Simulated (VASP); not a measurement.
The system is GaAs.

```xyz
2
Lattice="0.0000 2.8268 2.8268 2.8268 0.0000 2.8268 2.8268 2.8268 0.0000" Properties=species:S:1:pos:R:3 pbc="T T T"
Ga    0.0000    0.0000    0.0000
As    1.4134    1.4134    1.4134
```

```yaml
Program: VASP 6.6.1
Task: relaxation of cell and atoms
Functional: PBE
Potentials_or_basis: VASP PAW PBE potentials, release 64 (Ga_d, As)
Cutoff: 600 eV
k_mesh: 10 × 10 × 10
Occupations: gaussian, width 0.03 eV
Spin: no spin polarisation
```

At the start: pressure 3.4 GPa; volume 22.59 Å³/atom.

Problem. How do energy, volume and symmetry change on relaxing?

Solution. Over 3 steps the energy falls by 12.1 meV/atom and the volume is 23.77 Å³/atom (+5.2 %); space group F-43m (No. 216, to 0.05 Å).

Step by step:
| step | energy change (eV) | largest force (eV/Å) | pressure (GPa) | volume (Å³) |
| --- | --- | --- | --- | --- |
| 1 | 0.0000 | 0.0000 | 3.45 | 45.18 |
| 2 | -0.0210 | 0.0000 | -1.02 | 48.43 |
| 3 | -0.0241 | 0.0000 | -0.06 | 47.53 |

Final structure:
```
Ga As
1.0
     0.00000    2.87512    2.87512
     2.87512    0.00000    2.87512
     2.87512    2.87512    0.00000
Ga As
1 1
Direct
  0.00000 0.00000 0.00000
  0.25000 0.25000 0.25000
```
